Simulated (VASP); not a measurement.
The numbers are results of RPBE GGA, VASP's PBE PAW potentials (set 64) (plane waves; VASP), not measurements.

A VASP calculation is set up with these files.

File KPOINTS:
```
Automatic mesh
0
Gamma
13 13 7
0 0 0
```

**POSCAR**
```
Mg
1
    1.6539824781    -2.8647821646     0.0000000000
    1.6539824781     2.8647821646     0.0000000000
    0.0000000000     0.0000000000     5.2703900548
Mg
2
Direct
  0.3333330000   0.6666670000   0.2500000000
  0.6666670000   0.3333330000   0.7500000000
```

### INCAR
```
# general
SYSTEM = Mg
PREC   = Accurate
ENCUT  = 520   # plane-wave cut-off (eV)
LREAL  = .False.
LASPH  = .True.

# electronic loop
EDIFF  = 1E-7
NELM   = 100   # most electronic steps
ALGO   = Normal

# smearing
ISMEAR = 1   # Methfessel-Paxton
SIGMA  = 0.1

# functional
GGA    = RP   # RPBE

# ions
IBRION = 2
NSW    = 30
ISIF   = 4
EDIFFG = -0.01

# output
LWAVE  = .False.
LCHARG = .False.
```

POTCAR, in this order: Mg (PBE.64 set). Program: vasp_std.

The run wrote:

**OSZICAR**
```
       N       E                     dE             d eps       ncg     rms          rms(c)
DAV:   1     0.250303684842E+00    0.25030E+00   -0.12971E+03  1008   0.465E+02
DAV:   2    -0.264169077047E+01   -0.28920E+01   -0.27875E+01  1344   0.277E+01
DAV:   3    -0.266239507016E+01   -0.20704E-01   -0.20682E-01  1416   0.317E+00
DAV:   4    -0.266245487855E+01   -0.59808E-04   -0.59807E-04  1356   0.149E-01
DAV:   5    -0.266245525913E+01   -0.38058E-06   -0.38073E-06  1452   0.972E-03    0.103E+00
DAV:   6    -0.266207160000E+01    0.38366E-03   -0.11297E-03  1254   0.427E-01    0.664E-01
DAV:   7    -0.265619646018E+01    0.58751E-02   -0.38670E-03  1140   0.731E-01    0.398E-02
DAV:   8    -0.265622543143E+01   -0.28971E-04   -0.18411E-05  1602   0.408E-02    0.110E-02
DAV:   9    -0.265622047878E+01    0.49527E-05   -0.25296E-06  1224   0.127E-02    0.680E-04
DAV:  10    -0.265622012804E+01    0.35073E-06   -0.11816E-08  1188   0.112E-03    0.232E-04
DAV:  11    -0.265621998440E+01    0.14364E-06   -0.22682E-09   756   0.417E-04    0.235E-05
DAV:  12    -0.265621998911E+01   -0.47096E-08   -0.12299E-10   714   0.807E-05
   1 F= -.26562200E+01 E0= -.26555011E+01  d E =-.265622E+01
       N       E                     dE             d eps       ncg     rms          rms(c)
DAV:   1    -0.265650011468E+01   -0.28013E-03   -0.76654E-04  1392   0.145E-01    0.973E-03
DAV:   2    -0.265649958892E+01    0.52576E-06   -0.42541E-06  1182   0.158E-02    0.624E-03
DAV:   3    -0.265649886290E+01    0.72602E-06   -0.75298E-07  1254   0.533E-03    0.119E-04
DAV:   4    -0.265649887710E+01   -0.14197E-07   -0.82708E-09   792   0.764E-04
   2 F= -.26564989E+01 E0= -.26557519E+01  d E =-.278888E-03
       N       E                     dE             d eps       ncg     rms          rms(c)
DAV:   1    -0.265667456789E+01   -0.17570E-03   -0.22959E-03  1386   0.250E-01    0.175E-02
DAV:   2    -0.265667283874E+01    0.17292E-05   -0.12874E-05  1158   0.274E-02    0.112E-02
DAV:   3    -0.265667069963E+01    0.21391E-05   -0.23658E-06  1266   0.942E-03    0.195E-04
DAV:   4    -0.265667072207E+01   -0.22446E-07   -0.25593E-08   834   0.134E-03
   3 F= -.26566707E+01 E0= -.26559201E+01  d E =-.450733E-03
```

File OUTCAR:
```
------------------------ aborting loop because EDIFF is reached ----------------------------------------
  FORCE on cell =-STRESS in cart. coord.  units (eV):
  Direction    XX          YY          ZZ          XY          YZ          ZX
  --------------------------------------------------------------------------------------
  Total       -0.5480621     -0.5480622     -0.5445004      0.0000000      0.0000000      0.0000000
  in kB      -17.5810600    -17.5810654    -17.4668068      0.0000000      0.0000000      0.0000000
  external PRESSURE =     -17.5429774 kB  Pullay stress =       0.0000000 kB
  volume of cell :       49.95
      direct lattice vectors                 reciprocal lattice vectors
     1.648632944 -2.855516462 -0.000000000     0.303281577 -0.175099673 -0.000000000
     1.648632944  2.855516462 -0.000000000     0.303281577  0.175099673 -0.000000000
     0.000000000  0.000000000  5.304648655     0.000000000  0.000000000  0.188513899
 POSITION                                       TOTAL-FORCE (eV/Angst)
 -----------------------------------------------------------------------------------
      1.64863      0.95184      1.32616         0.000000     -0.000000      0.000000
      1.64863     -0.95184      3.97849        -0.000000      0.000000      0.000000
 -----------------------------------------------------------------------------------
    total drift:                                0.000001     -0.000005      0.000001
  FREE ENERGIE OF THE ION-ELECTRON SYSTEM (eV)
  ---------------------------------------------------
  free  energy   TOTEN  =        -2.6566707221 eV

  energy  without entropy=       -2.6544187459  energy(sigma->0) =       -2.65592006

 reached required accuracy - stopping structural energy minimisation
```
(Selected blocks of OUTCAR.)

### CONTCAR
```
Mg
   1.00000000000000
     1.6486329443294263   -2.8555164618656352   -0.0000000000000000
     1.6486329443294263    2.8555164618656352   -0.0000000000000000
     0.0000000000000000    0.0000000000000000    5.3046486552578518
  Mg
     2
Direct
     0.3333330000000032    0.6666669999999968    0.2500000000000000
     0.6666669999999968    0.3333330000000032    0.7500000000000000
```

### OUTCAR
```
 val. band max:        2.3436783162   @ k =   0.2308   0.2308   0.1429

 cond. band min:       2.3543896667   @ k =   0.3846   0.1538   0.4286


 Fermi energy:         2.3525234271

 k-point     1 :       0.0000    0.0000    0.0000
  band No.  band energies     occupation
      1      -4.2631      2.00000
      2       0.7868      2.00000
      3       1.1764      2.00000
      4      12.6605      0.00000
      5      12.6605      0.00000
      6      12.6924      0.00000

 k-point     2 :       0.0769   -0.0000    0.0000
  band No.  band energies     occupation
      1      -4.1537      2.00000
      2       0.8877      2.00000
      3       1.2832      2.00000
      4      10.6593      0.00000
      5      11.5497      0.00000
      6      12.3685      0.00000

 k-point     3 :       0.1538    0.0000    0.0000
  band No.  band energies     occupation
      1      -3.8262      2.00000
      2       1.1906      2.00000
      3       1.6005      2.00000
      4       8.4327      0.00000
      5      10.6102      0.00000
      6      11.3466      0.00000

 k-point     4 :       0.2308    0.0000    0.0000
  band No.  band energies     occupation
      1      -3.2827      2.00000
      2       1.6955      2.00000
      3       2.1159      2.00412
      4       6.3468      0.00000
      5       9.8598      0.00000
      6      10.2655      0.00000

 k-point     5 :       0.3077    0.0000    0.0000
  band No.  band energies     occupation
      1      -2.5265      2.00000
      2       2.4027      0.25736
      3       2.7599     -0.00000
      4       4.5040      0.00000
      5       9.0174      0.00000
      6       9.0356      0.00000

 k-point     6 :       0.3846    0.0000    0.0000
  band No.  band energies     occupation
      1      -1.5625      2.00000
      2       2.4120      0.16472
      3       3.3111     -0.00000
      4       4.0259     -0.00000
      5       7.2970      0.00000
      6       7.6608      0.00000
...
```

The compound is Mg in the hcp structure. This cell is one point of a volume scan, at 1.06 of the reference volume. Symmetry was kept, so distortions that lower it aren't found.
